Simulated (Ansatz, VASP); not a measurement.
# Cross-check of AgW (Ag-W stack, (111) layers) between VASP and Ansatz

Wanted: the spread between two codes on one cell, functional and k mesh. The cell is taken from a series of runs on this material, whose earlier steps may have relaxed, scaled, displaced or heated it; both programs get it as it stands.

Method: plane waves, with VASP 6.6.1 beside it; LDA, in Ansatz 0.2.0.

## Step 1: The structure

The cell holds 2 atoms: 1 Ag and 1 W. Cell: a = 2.684 Å, b = 2.684 Å, c = 28.397 Å, α = 90.0°, β = 90.0°, γ = 120.0°. It derives from AgW. Vacuum lies along c.

As a file:

```cif
data_structure
_symmetry_space_group_name_H-M 'P 1'
_symmetry_Int_Tables_number 1
_cell_length_a 2.6842
_cell_length_b 2.6842
_cell_length_c 28.3973
_cell_angle_alpha 90.000
_cell_angle_beta 90.000
_cell_angle_gamma 120.000
_cell_volume 177.19
loop_
_atom_site_label
_atom_site_type_symbol
_atom_site_fract_x
_atom_site_fract_y
_atom_site_fract_z
_atom_site_occupancy
Ag1 Ag 0.00000 0.00000 0.19202 1
W2 W 0.33333 0.66667 0.27629 1
```

## Step 2: VASP: zone-centre phonons, LDA

Second derivatives magnify differences that forces hide, and they need a tight electronic threshold.

Lines of VASP's logs that name or quote its potential files are left out, and so is its time.

INCAR

```
SYSTEM = AgW
PREC = Accurate
ENCUT = 600
EDIFF = 1E-08
NELM = 120
ISMEAR = -1
SIGMA = 0.1
LREAL = .FALSE.
ALGO = Normal
GGA = PW92
NBANDS = 14
LASPH = .TRUE.
LORBIT = 11
LWAVE = .FALSE.
LCHARG = .FALSE.
ISIF = 2
IBRION = 8
GGA_COMPAT = .FALSE.
NELMDL = -8
KPAR = 2
```

POSCAR

```
AgW
1.0
    2.6841774551      0.0000000000      0.0000000000
   -1.3420887275      2.3245658643      0.0000000000
    0.0000000000      0.0000000000     28.3972661742
Ag W
1 1
Direct
    0.0000000000      0.0000000000      0.1920196681
    0.3333333333      0.6666666667      0.2762870315
```

KPOINTS

```
Automatic mesh
0
Gamma
24 24 1
0 0 0
```

Potentials, in the order of the species: Ag and W (LDA family, release 64).

The run is started by

```
$ mpirun -np 2 vasp_std
```

Numbers of over 12 decimals in the logs are rounded to 6 here.

Output:

```text
[banner, memory and clock lines left out]
running    2 mpi-ranks, on    1 nodes
 distrk:  each k-point on    1 cores,    2 groups
 distr:  one band on    1 cores,    1 groups

 POSCAR found type information on POSCAR AgW
 POSCAR found :  2 types and       2 ions
|                                                                             |
|               ----> ADVICE to this user running VASP <----                  |
|                                                                             |
|     You enforced a specific xc type in the INCAR file but a different       |
|     [... a line on the potential file left out ...]
|     I HOPE YOU KNOW WHAT YOU ARE DOING!                                     |
|                                                                             |

 LDA part: xc-table for (Slater(with rela. corr.)+PW92), standard interpolation
 POSCAR, INCAR and KPOINTS ok, starting setup
 FFT: planning ... GRIDC
 FFT: planning ... GRID_SOFT
 FFT: planning ... GRID
 WAVECAR not read
 entering main loop
       N       E                     dE             d eps       ncg     rms          rms(c)
DAV:   1     0.101387226239E+03    0.10139E+03   -0.62654E+03  1708   0.974E+02
DAV:   2    -0.100982669965E+02   -0.11149E+03   -0.10348E+03  2488   0.189E+02
DAV:   3    -0.165883037683E+02   -0.64900E+01   -0.62970E+01  2260   0.490E+01
DAV:   4    -0.167058745720E+02   -0.11757E+00   -0.11408E+00  1994   0.723E+00
DAV:   5    -0.167077442251E+02   -0.18697E-02   -0.18678E-02  2304   0.854E-01
DAV:   6    -0.167077840797E+02   -0.39855E-04   -0.39854E-04  2224   0.107E-01
DAV:   7    -0.167077850980E+02   -0.10183E-05   -0.10181E-05  2378   0.158E-02
DAV:   8    -0.167077851379E+02   -0.39925E-07   -0.40234E-07  2232   0.292E-03    0.181E+01
DAV:   9    -0.161778944394E+02    0.52989E+00   -0.10055E+01  2026   0.360E+01    0.126E+01
DAV:  10    -0.167222634398E+02   -0.54437E+00   -0.80478E+00  2368   0.289E+01    0.496E+00
DAV:  11    -0.153110142069E+02    0.14112E+01   -0.59198E+00  2220   0.319E+01    0.197E+00
DAV:  12    -0.152905183925E+02    0.20496E-01   -0.42518E-01  2164   0.719E+00    0.640E-01
DAV:  13    -0.152763327512E+02    0.14186E-01   -0.48509E-02  2134   0.160E+00    0.352E-01
DAV:  14    -0.152754764452E+02    0.85631E-03   -0.40013E-03  2114   0.511E-01    0.196E-01
[...]
DAV:  25    -0.152748254446E+02   -0.25201E-05   -0.93773E-08  1856   0.114E-03    0.911E-04
DAV:  26    -0.152748262559E+02   -0.81136E-06   -0.26471E-08  1692   0.120E-03    0.554E-04
DAV:  27    -0.152748272229E+02   -0.96694E-06   -0.31596E-08  1526   0.977E-04    0.312E-04
DAV:  28    -0.152748275121E+02   -0.28921E-06   -0.86154E-09  1634   0.648E-04    0.289E-04
DAV:  29    -0.152748275860E+02   -0.73874E-07   -0.18233E-09  1442   0.340E-04    0.145E-04
DAV:  30    -0.152748276419E+02   -0.55979E-07   -0.95174E-10  1382   0.170E-04    0.688E-05
DAV:  31    -0.152748276777E+02   -0.35781E-07   -0.73898E-10  1388   0.877E-05    0.601E-05
DAV:  32    -0.152748276831E+02   -0.53760E-08   -0.36676E-11  1550   0.381E-05
   1 F= -.15274828E+02 E0= -.15240420E+02  d E =-.688146E-01
 Linear response reoptimize wavefunctions to high precision
DAV:   1    -0.152748276886E+02   -0.55547E-08   -0.40817E-11  1442   0.243E-05
DAV:   2    -0.152748276887E+02   -0.36380E-11    0.34484E-11  1526   0.798E-06
 Linear response DOF=           4
 Linear response progress:
  Degree of freedom:   1/  4
       N       E                     dE             d eps       ncg     rms          rms(c)
RMM:   1    -0.281140928820E+00   -0.28114E+00   -0.19281E-01 14140   0.381E+00
RMM:   2    -0.280562474830E+00    0.57845E-03   -0.17373E-03 12202   0.362E-01    0.918E-02
RMM:   3    -0.279938942161E+00    0.62353E-03   -0.24754E-04 12658   0.105E-01    0.479E-02
RMM:   4    -0.279514326841E+00    0.42462E-03   -0.35576E-04 12610   0.120E-01    0.827E-03
RMM:   5    -0.279464318143E+00    0.50009E-04   -0.77750E-06 13275   0.206E-02    0.324E-03
RMM:   6    -0.279418019012E+00    0.46299E-04   -0.14762E-06 13392   0.747E-03    0.743E-04
RMM:   7    -0.279416222365E+00    0.17966E-05   -0.30371E-08 13915   0.136E-03    0.453E-04
RMM:   8    -0.279412497958E+00    0.37244E-05    0.16529E-08 13754   0.704E-04    0.679E-05
RMM:   9    -0.279411288540E+00    0.12094E-05    0.87971E-08 14370   0.115E-04    0.160E-05
RMM:  10    -0.279411209866E+00    0.78674E-07    0.40804E-08 14425   0.239E-05    0.604E-06
RMM:  11    -0.279411253525E+00   -0.43658E-07    0.88477E-09 14448   0.960E-06    0.264E-06
RMM:  12    -0.279411272387E+00   -0.18862E-07    0.55456E-09 12656   0.388E-06    0.101E-06
RMM:  13    -0.279411281634E+00   -0.92475E-08    0.28283E-10 11074   0.315E-06    0.162E-07
 first order change of Fermi-energy   0.52172E-03
 force on displaced ion       1 direction 1 :  -0.921   0.000   0.000
 Linear response progress:
  Degree of freedom:   2/  4
       N       E                     dE             d eps       ncg     rms          rms(c)
RMM:   1    -0.353500914624E+00   -0.35350E+00   -0.20236E-01  3036   0.394E+00
RMM:   2    -0.352940181934E+00    0.56073E-03   -0.25697E-03  2576   0.421E-01    0.165E-01
RMM:   3    -0.353003719604E+00   -0.63538E-04   -0.69691E-04  2722   0.173E-01    0.156E-01
RMM:   4    -0.352775100985E+00    0.22862E-03   -0.26772E-04  2729   0.978E-02    0.866E-02
RMM:   5    -0.353005016490E+00   -0.22992E-03   -0.14327E-04  2727   0.804E-02    0.190E-02
RMM:   6    -0.352934902488E+00    0.70114E-04   -0.12826E-05  2749   0.208E-02    0.485E-03
RMM:   7    -0.352899091491E+00    0.35811E-04   -0.11698E-06  2811   0.761E-03    0.145E-03
RMM:   8    -0.352881279712E+00    0.17812E-04   -0.73484E-08  2908   0.200E-03    0.349E-04
RMM:   9    -0.352881189886E+00    0.89827E-07   -0.84022E-09  2944   0.611E-04    0.908E-05
RMM:  10    -0.352880333877E+00    0.85601E-06   -0.32393E-09  2952   0.142E-04    0.418E-05
RMM:  11    -0.352880253716E+00    0.80161E-07   -0.20905E-09  2960   0.758E-05    0.244E-05
RMM:  12    -0.352879953338E+00    0.30038E-06   -0.60024E-09  3070   0.104E-04    0.198E-05
RMM:  13    -0.352879825788E+00    0.12755E-06   -0.58968E-09  3124   0.872E-05    0.579E-06
RMM:  14    -0.352879813944E+00    0.11844E-07   -0.27187E-09  2991   0.171E-05    0.359E-06
RMM:  15    -0.352879834392E+00   -0.20448E-07    0.57352E-10  3016   0.188E-05    0.288E-06
RMM:  16    -0.352879832454E+00    0.19386E-08   -0.24530E-09  2969   0.129E-05    0.145E-06
 first order change of Fermi-energy   0.44111E+00
 force on displaced ion       1 direction 3 :  -0.000  -0.000  -5.325
 Linear response progress:
  Degree of freedom:   3/  4
       N       E                     dE             d eps       ncg     rms          rms(c)
RMM:   1    -0.110009590602E+00   -0.11001E+00   -0.80556E-02 13291   0.169E+00
RMM:   2    -0.109547212448E+00    0.46238E-03   -0.77587E-04 12240   0.174E-01    0.132E-01
RMM:   3    -0.108443750546E+00    0.11035E-02   -0.33880E-04 12234   0.991E-02    0.733E-02
RMM:   4    -0.107790165033E+00    0.65359E-03   -0.54297E-04 12447   0.123E-01    0.142E-02
RMM:   5    -0.107784323166E+00    0.58419E-05   -0.27416E-06 13045   0.109E-02    0.234E-03
RMM:   6    -0.107779075813E+00    0.52474E-05   -0.36915E-07 13231   0.329E-03    0.411E-04
RMM:   7    -0.107778798005E+00    0.27781E-06   -0.62387E-09 13837   0.611E-04    0.267E-04
RMM:   8    -0.107778045718E+00    0.75229E-06    0.95233E-09 13620   0.299E-04    0.804E-05
RMM:   9    -0.107777898750E+00    0.14697E-06    0.38232E-08 13723   0.935E-05    0.130E-05
RMM:  10    -0.107777902573E+00   -0.38228E-08    0.55781E-08 14002   0.238E-05    0.369E-06
 first order change of Fermi-energy  -0.36095E-03
 force on displaced ion       2 direction 1 :  -0.907   0.000   0.000
 Linear response progress:
  Degree of freedom:   4/  4
       N       E                     dE             d eps       ncg     rms          rms(c)
RMM:   1    -0.167447344242E+00   -0.16745E+00   -0.77572E-02  2795   0.157E+00
RMM:   2    -0.165766930209E+00    0.16804E-02   -0.13710E-03  2569   0.210E-01    0.177E-01
RMM:   3    -0.165698733529E+00    0.68197E-04   -0.36231E-04  2769   0.115E-01    0.124E-01
RMM:   4    -0.165869240135E+00   -0.17051E-03   -0.36659E-04  2931   0.993E-02    0.709E-02
RMM:   5    -0.165640403616E+00    0.22884E-03   -0.21927E-04  2907   0.864E-02    0.110E-02
RMM:   6    -0.165632093027E+00    0.83106E-05   -0.30014E-06  2800   0.115E-02    0.337E-03
RMM:   7    -0.165628661671E+00    0.34314E-05   -0.14400E-07  2858   0.251E-03    0.165E-03
RMM:   8    -0.165624820686E+00    0.38410E-05   -0.51453E-08  2846   0.123E-03    0.264E-04
RMM:   9    -0.165623976973E+00    0.84371E-06   -0.50611E-09  2960   0.303E-04    0.114E-04
RMM:  10    -0.165623559426E+00    0.41755E-06   -0.11141E-08  2969   0.233E-04    0.688E-05
RMM:  11    -0.165623538590E+00    0.20836E-07   -0.42632E-09  3010   0.117E-04    0.432E-05
RMM:  12    -0.165623483423E+00    0.55168E-07   -0.51210E-09  3065   0.125E-04    0.174E-05
RMM:  13    -0.165623461736E+00    0.21686E-07   -0.11561E-09  3052   0.493E-05    0.907E-06
RMM:  14    -0.165623442559E+00    0.19177E-07   -0.91135E-10  3082   0.298E-05    0.580E-06
RMM:  15    -0.165623447504E+00   -0.49448E-08   -0.16975E-09  3120   0.295E-05    0.348E-06
 first order change of Fermi-energy  -0.44123E+00
 force on displaced ion       2 direction 3 :  -0.000   0.000  -5.323
 Linear response finished
```

From OUTCAR (step 2):

```text
ion  position               nearest neighbor table
   1  0.000  0.000  0.192-   2 2.85   2 2.85   2 2.85
   2  0.333  0.667  0.276-   1 2.85   1 2.85   1 2.85

  LATTYP: Found a hexagonal cell.
 ALAT       =     2.6841774551
 C/A-ratio  =    10.5795040191

 Subroutine GETGRP returns: Found  6 space group operations
 (whereof  6 operations were pure point group operations)

The static configuration has the point symmetry C_3v.

 Found     61 irreducible k-points:

   k-points           NKPTS =     61   k-points in BZ     NKDIM =     61   number of bands    NBANDS=     14

   dimension x,y,z NGX =    24 NGY =   24 NGZ =  240
   dimension x,y,z NGXF=    48 NGYF=   48 NGZF=  480

   ENCUT  =  600.0 eV  44.10 Ry    6.64 a.u.   5.36  5.36 56.72*2*pi/ulx,y,z

   NELECT =      17.0000    total number of electrons

 k-points in reciprocal lattice and weights: Automatic mesh
   0.00000000  0.00000000  0.00000000       0.002
   0.04166667  0.00000000  0.00000000       0.010
   0.08333333 -0.00000000  0.00000000       0.010
   0.12500000  0.00000000  0.00000000       0.010
   0.16666667  0.00000000  0.00000000       0.010
   0.20833333 -0.00000000  0.00000000       0.010
   0.25000000  0.00000000  0.00000000       0.010
   0.29166667  0.00000000  0.00000000       0.010
   0.33333333 -0.00000000  0.00000000       0.010
[...]
0.33333333  0.29166667  0.00000000       0.021
   0.33333333  0.33333333  0.00000000       0.003

 average (electrostatic) potential at core
       1 -82.5936       2 -48.5756

  Total       -0.3593997     -0.3593997     -0.0149588     -0.0000000     -0.0000000      0.0000000
  in kB       -3.2498150     -3.2498150     -0.1352626     -0.0000000     -0.0000000      0.0000000
  external PRESSURE =      -2.2116308 kB  Pullay stress =       0.0000000 kB

  energy-cutoff  :      600.00
  volume of cell :      177.19
      direct lattice vectors                 reciprocal lattice vectors
     2.684177455  0.000000000  0.000000000     0.372553610  0.215093927  0.000000000
    -1.342088727  2.324565864  0.000000000     0.000000000  0.430187854  0.000000000
     0.000000000  0.000000000 28.397266174     0.000000000  0.000000000  0.035214657

 POSITION                                       TOTAL-FORCE (eV/Angst)
 -----------------------------------------------------------------------------------
      0.00000      0.00000      5.45283         0.000000      0.000000      0.000842
     -0.00000      1.54971      7.84580        -0.000000     -0.000000     -0.000842
 -----------------------------------------------------------------------------------
    total drift:                               -0.000000     -0.000000      0.000177

 Eigenvectors and eigenvalues of the dynamical matrix
 ----------------------------------------------------

   1 f  =    4.375001 THz    27.488940 2PiTHz  145.934312 cm-1    18.093541 meV
             X         Y         Z           dx          dy          dz
      0.000000  0.000000  5.452834    -0.000000   -0.000000    0.793914
     -0.000000  1.549711  7.845796     0.000000    0.000000   -0.608031

   2 f  =    1.814624 THz    11.401619 2PiTHz   60.529345 cm-1     7.504679 meV
             X         Y         Z           dx          dy          dz
      0.000000  0.000000  5.452834     0.766428    0.215095   -0.000000
     -0.000000  1.549711  7.845796    -0.582732   -0.163542   -0.000000

   3 f  =    1.814624 THz    11.401619 2PiTHz   60.529345 cm-1     7.504679 meV
             X         Y         Z           dx          dy          dz
      0.000000  0.000000  5.452834     0.215095   -0.766428    0.000000
     -0.000000  1.549711  7.845796    -0.163542    0.582732    0.000000

   4 f/i=    0.000302 THz     0.001901 2PiTHz    0.010090 cm-1     0.001251 meV
             X         Y         Z           dx          dy          dz
      0.000000  0.000000  5.452834     0.000000    0.000000    0.608031
     -0.000000  1.549711  7.845796     0.000000    0.000000    0.793914

   5 f/i=    0.006483 THz     0.040733 2PiTHz    0.216244 cm-1     0.026811 meV
             X         Y         Z           dx          dy          dz
      0.000000  0.000000  5.452834    -0.143049    0.588098   -0.000000
     -0.000000  1.549711  7.845796    -0.188142    0.773486   -0.000000

   6 f/i=    0.006483 THz     0.040733 2PiTHz    0.216244 cm-1     0.026811 meV
             X         Y         Z           dx          dy          dz
      0.000000  0.000000  5.452834    -0.588098   -0.143049    0.000000
     -0.000000  1.549711  7.845796    -0.773486   -0.188142    0.000000

 ELASTIC MODULI CONTR FROM IONIC RELAXATION (kBar)
 Direction    XX          YY          ZZ          XY          YZ          ZX
 --------------------------------------------------------------------------------
 XX         -76.5590    -40.9140   -127.2886     -0.0000     32.6580      0.0000
 YY         -40.9140    -76.5590   -127.2886     -0.0000    -32.6580     -0.0000
 ZZ        -127.2886   -127.2886   -275.8489     -0.0000     -0.0000      0.0000
 XY          -0.0000     -0.0000     -0.0000    -17.8225     -0.0000      3.2584
 YZ          32.6580    -32.6580     -0.0000     -0.0000    -59.8424     -0.0000
 ZX           0.0000     -0.0000      0.0000      3.2584     -0.0000     -0.5957
 --------------------------------------------------------------------------------
```

(Part 1 of 2 ends here.)

[Lines on the potential files, build, host, timing and source positions are cut from VASP's logs without a mark.]

[Logs are printed without paths, hosts, clocks, repeated set-up lines and the standing remarks that a program may print on its own settings, such as how far it seeks lower states.]

[Hosts, paths, dates, database ids (printed as entryN), source tags and the programs' standing remarks are cut or masked in the printed files.]
